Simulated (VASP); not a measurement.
The system is Ga2SnSe.

```
CELL_PARAMETERS angstrom
3.72611 0.00000 0.00000
0.00000 3.83144 0.00000
0.00000 0.00000 6.67999
ATOMIC_POSITIONS crystal
Ga 0.00000 0.50000 0.74049
Ga 0.00000 0.50000 0.25951
Sn 0.50000 0.50000 0.50000
Se 0.00000 0.00000 0.00000
```

The cell was built by a generator and needn't be a form met in nature.

```yaml
Program: VASP 6.6.1
Task: relaxation of cell and atoms
Functional: PBE
Potentials_or_basis: VASP PAW PBE potentials, release 64 (Ga_d, Sn_d, Se)
Cutoff: 520 eV
k_mesh: 4 × 4 × 3
Occupations: gaussian, width 0.15 eV
Spin: no spin polarisation
```

At the start: pressure 11.6 GPa; volume 23.84 Å³/atom.

Task: Where does the relaxation end?

Result: Over 6 steps the energy falls by 286.6 meV/atom and the volume is 28.14 Å³/atom (+18.0 %); space group Pmmm (No. 47, to 0.05 Å).

Step by step:
```csv
step,energy change (eV),largest force (eV/Å),pressure (GPa),volume (Å³)
1,0.0000,2.3901,11.60,95.37
2,-1.1043,0.1565,-1.37,120.32
3,-1.1427,0.0971,-0.59,114.06
4,-1.1424,0.1469,-0.11,113.67
5,-1.1463,0.0370,-0.03,112.69
6,-1.1466,0.0475,0.15,112.54
```

Final structure:
```
Ga Sn Se
1.0
     4.18256    0.00000    0.00000
     0.00000    3.75155    0.00000
     0.00000    0.00000    7.17229
Ga Sn Se
2 1 1
Direct
  0.00000 0.50000 0.75436
  0.00000 0.50000 0.24564
  0.50000 0.50000 0.50000
  0.00000 0.00000 0.00000
```

Caveat: the k mesh is coarse (spacing up to 0.42 Å⁻¹), so the values aren't converged; the volume moved by over 15 % at a fixed basis, so the end points are rough.
